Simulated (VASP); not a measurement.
An input for Ansatz (written as the equivalent of a VASP run, and not itself run):

Ansatz 0.2 input:
```yaml
crystal:
  lattice:
    - [1.3227027, -2.2909887, 0.0000000]
    - [1.3227027, 2.2909887, 0.0000000]
    - [0.0000000, 0.0000000, 4.6462311]
  atoms:
    - { symbol: Zn, position: [0.3333330, 0.6666670, 0.2500000] }
    - { symbol: Zn, position: [0.6666670, 0.3333330, 0.7500000] }
kpoints:
  mp_grid: { grid: [14, 14, 7] }
hamiltonian:
  xc: pbesol
  pseudopotentials: { kind: paw }
scf:
  occupations: { method: methfessel_paxton, width: 0.1 }
  max_iter: 100
relax:
  max_steps: 60
  f_tol: 0.01
  cell: {}
output: { forces: true, stress: true, eigenvalues: true }
```

**Question.** Write the VASP files for the same calculation (PBEsol).

**Answer.** This is not unique; one that fits is 
POSCAR:
```
Zn
1
    1.3227026814    -2.2909886655     0.0000000000
    1.3227026814     2.2909886655     0.0000000000
    0.0000000000    -0.0000000000     4.6462310815
Zn
2
Direct
  0.3333330000   0.6666670000   0.2500000000
  0.6666670000   0.3333330000   0.7500000000
```

**INCAR**
```
SYSTEM=Zn
PREC=Accurate; ENCUT=520; LREAL=F
LASPH=T
EDIFF=1E-6; NELM=100; ALGO=Normal
LMAXMIX=4
ISMEAR=1; SIGMA=0.1
GGA=PS
IBRION=2; NSW=60; ISIF=3
EDIFFG=-0.01
LWAVE=F; LCHARG=F
```

**KPOINTS**
```
Automatic mesh
0
Gamma
14 14 7
0 0 0
```

POTCAR, in this order: Zn (PBE.64 set). Program: vasp_std.

Limits of the translation: each code has its own PAW files, so the cut-off isn't converted (ENCUT is set for VASP's; basis.ecutwfc is left out, and Ansatz then takes the one that its files recommend); Ansatz stops its SCF on the density residual and VASP on the energy change (EDIFF).

The compound is Zn in the hcp structure. This run relaxes it. Symmetry was kept, so distortions that lower it aren't found. The start is the result of an earlier pass.
